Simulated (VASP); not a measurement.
Level of theory: r2SCAN meta-GGA, VASP's PBE PAW potentials (set 64) (plane waves; VASP 6.6.1).

The input files of a VASP run:

**INCAR**
```
ALGO = Normal
ISIF = 3
SYSTEM = RuTe
LREAL = F   ! projection in real space or not
LCHARG = F
LMIXTAU = T
LASPH = T   ! aspherical one-centre terms
SIGMA = 0.1   ! width (eV)
PREC = Accurate
ISMEAR = 1   ! Methfessel-Paxton
IBRION = 2   ! conjugate gradients
EDIFF = 1E-6   ! SCF stop (eV)
LWAVE = F
NELM = 100
EDIFFG = -0.01
METAGGA = R2SCAN
NSW = 60   ! most ionic steps
ENCUT = 400
LMAXMIX = 4
```

File POSCAR:
```
RuTe
1.0
  0.0000000000   2.7112475890   2.7112475890
  2.7112475890   0.0000000000   2.7112475890
  2.7112475890   2.7112475890   0.0000000000
Ru Te
1 1
Cart
  0.0000000000   0.0000000000   0.0000000000
  2.7112475890   2.7112475890   2.7112475890
```

**KPOINTS**
```
Regular mesh
0
Gamma
11 11 11
0 0 0
```

POTCAR, in this order: Ru_pv Te (PBE.64 set). Program: vasp_std.

Output

File OSZICAR:
```
       N       E                     dE             d eps       ncg     rms          rms(c)
DAV:   1     0.623337527709E+02    0.62334E+02   -0.10198E+04  1840   0.111E+03
DAV:   2    -0.528415785406E+02   -0.11518E+03   -0.11269E+03  1898   0.291E+02
DAV:   3    -0.552783406493E+02   -0.24368E+01   -0.24193E+01  1844   0.440E+01
DAV:   4    -0.553104988110E+02   -0.32158E-01   -0.32148E-01  2220   0.479E+00
DAV:   5    -0.553110960983E+02   -0.59729E-03   -0.59727E-03  1922   0.537E-01    0.117E+01
DAV:   6    -0.499274615711E+02    0.53836E+01   -0.30682E+00  1604   0.206E+01    0.484E+00
DAV:   7    -0.498178515331E+02    0.10961E+00   -0.64318E-01  1628   0.915E+00    0.375E+00
DAV:   8    -0.499404552122E+02   -0.12260E+00   -0.77425E-02  1658   0.255E+00    0.153E+00
DAV:   9    -0.499496990784E+02   -0.92439E-02   -0.81178E-02  1766   0.306E+00    0.287E-01
DAV:  10    -0.499520379025E+02   -0.23388E-02   -0.49222E-03  1802   0.661E-01    0.292E-01
DAV:  11    -0.499496602785E+02    0.23776E-02   -0.38786E-03  1712   0.512E-01    0.170E-01
DAV:  12    -0.499520973970E+02   -0.24371E-02   -0.42868E-03  1652   0.687E-01    0.599E-02
DAV:  13    -0.499522253259E+02   -0.12793E-03   -0.16185E-04  1880   0.133E-01    0.409E-02
DAV:  14    -0.499522025486E+02    0.22777E-04   -0.43165E-05  1844   0.730E-02    0.364E-02
DAV:  15    -0.499522282739E+02   -0.25725E-04   -0.20227E-05  1658   0.511E-02    0.153E-02
DAV:  16    -0.499522251586E+02    0.31152E-05   -0.10991E-05  1682   0.390E-02    0.164E-02
DAV:  17    -0.499522287899E+02   -0.36313E-05   -0.11770E-06  1186   0.125E-02    0.111E-02
DAV:  18    -0.499522279405E+02    0.84948E-06   -0.22229E-07   820   0.440E-03
   1 F= -.49952228E+02 E0= -.49952120E+02  d E =-.499522E+02
       N       E                     dE             d eps       ncg     rms          rms(c)
DAV:   1    -0.499657047471E+02   -0.13476E-01   -0.23542E-01  1580   0.597E+00    0.951E-01
DAV:   2    -0.499546375010E+02    0.11067E-01   -0.85190E-02  1574   0.317E+00    0.379E-01
DAV:   3    -0.499522364321E+02    0.24011E-02   -0.70058E-03  1580   0.906E-01    0.106E-01
DAV:   4    -0.499520889247E+02    0.14751E-03   -0.91767E-04  1668   0.211E-01    0.474E-02
DAV:   5    -0.499521058849E+02   -0.16960E-04   -0.10021E-04  1640   0.108E-01    0.412E-02
DAV:   6    -0.499520872104E+02    0.18674E-04   -0.12573E-04  1736   0.951E-02    0.185E-02
DAV:   7    -0.499521343845E+02   -0.47174E-04   -0.50065E-05  1670   0.647E-02    0.389E-03
DAV:   8    -0.499521356440E+02   -0.12595E-05   -0.21559E-06  1698   0.136E-02    0.311E-03
DAV:   9    -0.499521358004E+02   -0.15636E-06   -0.55932E-07   808   0.616E-03
   2 F= -.49952136E+02 E0= -.49952033E+02  d E =0.921401E-04
       N       E                     dE             d eps       ncg     rms          rms(c)
DAV:   1    -0.499566240541E+02   -0.44884E-02   -0.73492E-02  1580   0.335E+00    0.526E-01
DAV:   2    -0.499531612937E+02    0.34628E-02   -0.26690E-02  1574   0.179E+00    0.211E-01
DAV:   3    -0.499524060718E+02    0.75522E-03   -0.22224E-03  1580   0.507E-01    0.609E-02
DAV:   4    -0.499523545806E+02    0.51491E-04   -0.29292E-04  1662   0.115E-01    0.254E-02
DAV:   5    -0.499523481335E+02    0.64471E-05   -0.37570E-05  1640   0.667E-02    0.223E-02
DAV:   6    -0.499523487037E+02   -0.57020E-06   -0.31820E-05  1718   0.485E-02    0.113E-02
DAV:   7    -0.499523507667E+02   -0.20629E-05   -0.11207E-05  1652   0.311E-02    0.242E-03
DAV:   8    -0.499523534094E+02   -0.26428E-05   -0.73102E-07  1036   0.809E-03    0.158E-03
DAV:   9    -0.499523537289E+02   -0.31944E-06   -0.29766E-07   796   0.463E-03
   3 F= -.49952354E+02 E0= -.49952248E+02  d E =-.125788E-03
```

File OUTCAR:
```
------------------------ aborting loop because EDIFF is reached ----------------------------------------
  FORCE on cell =-STRESS in cart. coord.  units (eV):
  Direction    XX          YY          ZZ          XY          YZ          ZX
  --------------------------------------------------------------------------------------
  Total        0.0034530      0.0034530      0.0034530     -0.0000000     -0.0000000     -0.0000000
  in kB        0.1391853      0.1391853      0.1391853     -0.0000000     -0.0000000     -0.0000000
  external PRESSURE =       0.1391853 kB  Pullay stress =       0.0000000 kB
  volume of cell :       39.75
      direct lattice vectors                 reciprocal lattice vectors
    -0.000000000  2.708703772  2.708703772    -0.184590137  0.184590137  0.184590137
     2.708703772  0.000000000  2.708703772     0.184590137 -0.184590137  0.184590137
     2.708703772  2.708703772 -0.000000000     0.184590137  0.184590137 -0.184590137
 POSITION                                       TOTAL-FORCE (eV/Angst)
 -----------------------------------------------------------------------------------
      0.00000      0.00000      0.00000         0.000000      0.000000      0.000000
      2.70870      2.70870      2.70870        -0.000000     -0.000000     -0.000000
 -----------------------------------------------------------------------------------
    total drift:                               -0.000000      0.000000      0.000000
  FREE ENERGIE OF THE ION-ELECTRON SYSTEM (eV)
  ---------------------------------------------------
  free  energy   TOTEN  =       -49.9523537289 eV

  energy  without entropy=      -49.9520371331  energy(sigma->0) =      -49.95224820

 reached required accuracy - stopping structural energy minimisation
```
(Selected blocks of OUTCAR.)

**CONTCAR**
```
RuTe
   1.00000000000000
    -0.0000000000000000    2.7087037717449371    2.7087037717449371
     2.7087037717449371    0.0000000000000000    2.7087037717449371
     2.7087037717449371    2.7087037717449371   -0.0000000000000000
  Ru              Te
     1     1
Direct
     0.0000000000000000    0.0000000000000000    0.0000000000000000
     0.5000000000000000    0.5000000000000000    0.5000000000000000
```

The structure was generated: RuTe was put into the rock salt type (Fm-3m), which need not be its known phase. This run relaxes it. Symmetry was kept, so distortions that lower it aren't found. The start is the result of an earlier pass.
